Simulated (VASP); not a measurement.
A convergence study with VASP on BN (hex): one setting is varied, all else stays as given below, so the limit is that of these other settings.

```yaml
crystal:
  lattice:
    - [1.25200, -2.16853, 0.00000]
    - [1.25200, 2.16853, 0.00000]
    - [0.00000, 0.00000, 6.66000]
  atoms:
    - { symbol: B, position: [0.33333, 0.66667, 0.25000] }
    - { symbol: B, position: [0.66667, 0.33333, 0.75000] }
    - { symbol: N, position: [0.66667, 0.33333, 0.25000] }
    - { symbol: N, position: [0.33333, 0.66667, 0.75000] }
```

All values below come from PBE GGA, VASP's PBE PAW potentials (set 64) (plane waves; VASP). The tightest run used: 700 eV cut-off, 19×19×7 Γ-centred mesh, tetrahedra with Blöchl corrections, potentials B N.

Task: The settings run are 4×4×1 mesh; 5×5×2 mesh; 6×6×2 mesh; 7×7×3 mesh; 8×8×3 mesh; 9×9×3 mesh; 10×10×4 mesh; 11×11×4 mesh; 12×12×4 mesh; 13×13×5 mesh; 14×14×5 mesh; 15×15×5 mesh; 16×16×6 mesh; 17×17×6 mesh; 18×18×7 mesh; 19×19×7 mesh. From which on does the energy per atom stay within 0.002 eV/atom of the tightest run?

Result: From 6×6×2 mesh on: it is off by 0.0003 there and by no more than 0.002 in any finer run, while 5×5×2 mesh is off by 0.0037.
```csv
setting,E (eV/atom),pressure (GPa),irreducible k-points,difference judged (eV/atom)
4×4×1 mesh,-8.7589,4.04,4,0.0336
5×5×2 mesh,-8.7889,3.30,10,0.0037
6×6×2 mesh,-8.7922,3.25,14,0.0003
7×7×3 mesh,-8.7924,3.26,16,0.0001
8×8×3 mesh,-8.7925,3.26,20,0.0000
9×9×3 mesh,-8.7926,3.26,24,0.0000
10×10×4 mesh,-8.7925,3.26,42,0.0000
11×11×4 mesh,-8.7926,3.26,48,0.0000
12×12×4 mesh,-8.7926,3.26,57,0.0000
13×13×5 mesh,-8.7926,3.26,63,0.0000
14×14×5 mesh,-8.7926,3.26,72,0.0000
15×15×5 mesh,-8.7926,3.26,81,0.0000
16×16×6 mesh,-8.7926,3.26,120,0.0000
17×17×6 mesh,-8.7926,3.26,132,0.0000
18×18×7 mesh,-8.7926,3.26,148,0.0000
19×19×7 mesh,-8.7926,3.26,160,0.0000
```

Left out are rungs that failed or repeat a setting and relaxations that didn't move; long series are thinned to 24 rows.

The compound is BN in the hex structure. The cell was not relaxed at this level.
